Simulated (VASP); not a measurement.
Method: PW91 GGA, VASP's PBE PAW potentials (set 64) (plane waves; VASP).

VASP input:

**KPOINTS**
```
Automatic mesh
0
gamma
11 11 11
```

**INCAR**
```
SYSTEM = NiAl
PREC = Accurate; ENCUT = 400; LREAL = .FALSE.
LASPH = .TRUE.
EDIFF = 1E-6; NELM = 100; ALGO = Normal
LMAXMIX = 4
ISMEAR = 1; SIGMA = 0.1
GGA = 91
ISIF = 2
LWAVE = .FALSE.; LCHARG = .FALSE.
```

**POSCAR**
```
NiAl
1
    2.9478000000     0.0000000000     0.0000000000
    0.0000000000     2.9478000000     0.0000000000
    0.0000000000     0.0000000000     2.9478000000
Al Ni
1 1
Direct
  0.5000000000   0.5000000000   0.5000000000
  0.0000000000   0.0000000000   0.0000000000
```

POTCAR, in this order: Al Ni (PBE.64 set). Program: vasp_std.

Q: Estimate the energy per atom (σ→0), pressure, band gap (on the k-mesh).

A: 
| Item | Value |
|---|---|
| energy per atom (σ→0) | -5.226 eV/atom |
| band gap (on the k-mesh) | none (metal, semimetal or under 0.01 eV) |
| pressure | -79.4 kbar |

**OSZICAR**
```
...
DAV:   7    -0.104726937062E+02    0.32639E+01   -0.16199E+01  1240   0.758E+01    0.117E+00
DAV:   8    -0.104636913017E+02    0.90024E-02   -0.46029E-01  1396   0.841E+00    0.943E-01
DAV:   9    -0.104520962714E+02    0.11595E-01   -0.50286E-02  1312   0.361E+00    0.163E-01
DAV:  10    -0.104517802286E+02    0.31604E-03   -0.14578E-03  1300   0.557E-01    0.646E-02
DAV:  11    -0.104517752680E+02    0.49607E-05   -0.43619E-05  1392   0.717E-02    0.191E-02
DAV:  12    -0.104517732305E+02    0.20375E-05   -0.18579E-06   968   0.164E-02    0.322E-03
DAV:  13    -0.104517727815E+02    0.44896E-06   -0.35012E-07   570   0.658E-03
   1 F= -.10451773E+02 E0= -.10451642E+02  d E =-.391912E-03
```

The compound is NiAl in the CsCl type structure. The cell was not relaxed at this level. The run is one of a series of settings (GGA = 91 against the base run), some of them coarse on purpose. The run is not spin-polarised, so no magnetic state was tried. The electron count is odd and the run is not spin-polarised, which forces a metal.
